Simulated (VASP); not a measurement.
**Nb: core levels with PBEsol**

The system is Nb.

```xyz
16
Lattice="6.6558 0.0000 0.0000 0.0000 6.6558 0.0000 0.0000 0.0000 6.6558" Properties=species:S:1:pos:R:3 pbc="T T T"
Nb    0.0000    0.0000    0.0000
Nb    3.3279    0.0000    0.0000
Nb    0.0000    3.3279    0.0000
Nb    0.0000    0.0000    3.3279
Nb    1.6640    1.6640    1.6640
Nb    3.3279    3.3279    0.0000
Nb    3.3279    0.0000    3.3279
Nb    4.9919    1.6640    1.6640
Nb    0.0000    3.3279    3.3279
Nb    1.6640    4.9919    1.6640
Nb    1.6640    1.6640    4.9919
Nb    3.3279    3.3279    3.3279
Nb    4.9919    4.9919    1.6640
Nb    4.9919    1.6640    4.9919
Nb    1.6640    4.9919    4.9919
Nb    4.9919    4.9919    4.9919
```

- Program: VASP 6.6.1
- Task: core levels
- Functional: PBEsol
- Potentials or basis: VASP PAW PBE potentials, release 64 (Nb_sv)
- Cutoff: 300 eV
- k mesh: 5 × 5 × 5
- Occupations: methfessel-paxton, width 0.1 eV
- Spin: no spin polarisation
- Further INCAR settings: ALGO = Fast; EDIFF = 1e-06

| Property | Result |
| --- | --- |
| Band gap on the k mesh | none (metal or under the smearing width) |

Levels at points of the mesh, in eV from the Fermi level:
```
           k point  band 98  band 99  band 100  band 101  band 102  band 103  band 104  band 105
(0.00, 0.00, 0.00)     0.38     0.38      0.38      0.97      0.97      0.97      0.97      0.97
```

Core levels (eV, on the scale of the bands):
| atom | levels |
| --- | --- |
| 1 Nb | 1s -18790.6, 2s -2615.8, 2p -2333.9, 3s -424.1, 3p -332.0, 3d -181.6 |
| 2 Nb | 1s -18790.6, 2s -2615.8, 2p -2333.9, 3s -424.1, 3p -332.0, 3d -181.6 |
| 3 Nb | 1s -18790.6, 2s -2615.8, 2p -2333.9, 3s -424.1, 3p -332.0, 3d -181.6 |
| 4 Nb | 1s -18790.6, 2s -2615.8, 2p -2333.9, 3s -424.1, 3p -332.0, 3d -181.6 |
| 5 Nb | 1s -18790.6, 2s -2615.8, 2p -2333.9, 3s -424.1, 3p -332.0, 3d -181.6 |
| 6 Nb | 1s -18790.6, 2s -2615.8, 2p -2333.9, 3s -424.1, 3p -332.0, 3d -181.6 |

Run time: 110 s on 4 MPI ranks on Intel(R) Xeon(R) Platinum 8488C (Sapphire Rapids) (shared host), peak memory 0.29 GiB a rank.
